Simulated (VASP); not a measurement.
The system is MoS2.

```
Mo S
1.0
     3.16900    0.00000    0.00000
    -1.58450    2.74443    0.00000
     0.00000    0.00000   12.32400
Mo S
2 4
Direct
  0.33333 0.66667 0.25000
  0.66667 0.33333 0.75000
  0.33333 0.66667 0.62300
  0.66667 0.33333 0.12300
  0.33333 0.66667 0.87700
  0.66667 0.33333 0.37700
```

```yaml
Program: VASP 6.6.1
Task: relaxation of cell and atoms
Functional: PBE
Potentials_or_basis: VASP PAW PBE potentials, release 64 (Mo_sv, S)
Cutoff: 600 eV
k_mesh: 12 × 12 × 3
Occupations: gaussian, width 0.03 eV
Spin: no spin polarisation
```

At the start: pressure 1.8 GPa; volume 17.86 Å³/atom.

**Question.** How do energy, volume and symmetry change on relaxing?

**Answer.** Over 30 steps the energy falls by 15.4 meV/atom and the volume is 20.97 Å³/atom (+17.4 %); space group P6_3/mmc (No. 194, to 0.05 Å).

The path:
| step | energy change (eV) | largest force (eV/Å) | pressure (GPa) | volume (Å³) |
| --- | --- | --- | --- | --- |
| 1 | 0.0000 | 0.0787 | 1.84 | 107.18 |
| 2 | -0.0015 | 0.4792 | -2.05 | 110.41 |
| 3 | -0.0099 | 0.2915 | -0.20 | 108.85 |
| 4 | -0.0225 | 0.1768 | -0.19 | 109.79 |
| 5 | -0.0311 | 0.0806 | -0.02 | 111.87 |
| 6 | -0.0372 | 0.0753 | -0.07 | 112.36 |
| 7 | -0.0525 | 0.0618 | -0.21 | 113.84 |
| 8 | -0.0728 | 0.0454 | -0.31 | 116.80 |
| 9 | -0.0894 | 0.0720 | 0.00 | 122.66 |
| 10 | -0.0911 | 0.0964 | 0.25 | 125.35 |
| 11 | -0.0851 | 0.2081 | 1.01 | 130.70 |
| 12 | -0.0031 | 0.7818 | -4.25 | 137.63 |
| 13 | -0.0890 | 0.0200 | -0.02 | 131.94 |
| 14 | -0.0890 | 0.0240 | -0.02 | 131.91 |
| 15 | -0.0880 | 0.1176 | 0.51 | 131.31 |
| 16 | -0.0890 | 0.0279 | 0.02 | 131.89 |
| 17 | -0.0891 | 0.0208 | 0.05 | 131.65 |
| 18 | -0.0893 | 0.0069 | 0.11 | 131.20 |
| 19 | -0.0894 | 0.0015 | 0.08 | 131.16 |
| 20 | -0.0896 | 0.0140 | -0.03 | 131.05 |
| 21 | -0.0898 | 0.0453 | -0.24 | 130.82 |
| 22 | -0.0898 | 0.0443 | -0.23 | 130.77 |
| 23 | -0.0900 | 0.0396 | -0.23 | 130.62 |
| 24 | -0.0903 | 0.0301 | -0.23 | 130.30 |
| 25 | -0.0908 | 0.0114 | -0.21 | 129.68 |
| 26 | -0.0912 | 0.0293 | -0.14 | 128.43 |
| 27 | -0.0915 | 0.0344 | -0.06 | 127.89 |
| 28 | -0.0920 | 0.0509 | 0.22 | 126.28 |
| 29 | -0.0923 | 0.0121 | -0.04 | 125.77 |
| 30 | -0.0923 | 0.0037 | 0.00 | 125.84 |

Final structure:
```cif
data_structure
_symmetry_space_group_name_H-M 'P 1'
_symmetry_Int_Tables_number 1
_cell_length_a 3.1841
_cell_length_b 3.1841
_cell_length_c 14.3322
_cell_angle_alpha 90.000
_cell_angle_beta 90.000
_cell_angle_gamma 120.000
_cell_volume 125.84
loop_
_atom_site_label
_atom_site_type_symbol
_atom_site_fract_x
_atom_site_fract_y
_atom_site_fract_z
_atom_site_occupancy
Mo1 Mo 0.33333 0.66667 0.25000 1
Mo2 Mo 0.66667 0.33333 0.75000 1
S1 S 0.33333 0.66667 0.64099 1
S2 S 0.66667 0.33333 0.14099 1
S3 S 0.33333 0.66667 0.85901 1
S4 S 0.66667 0.33333 0.35901 1
```

Caveat: the volume moved by over 15 % at a fixed basis, so the end points are rough; this functional lacks dispersion, which binds the layers, so the pressure and a relaxed spacing across them are unreliable, and here the layers came unbound; the volume moved by +17 % from the deposited cell, more than functionals usually miss.
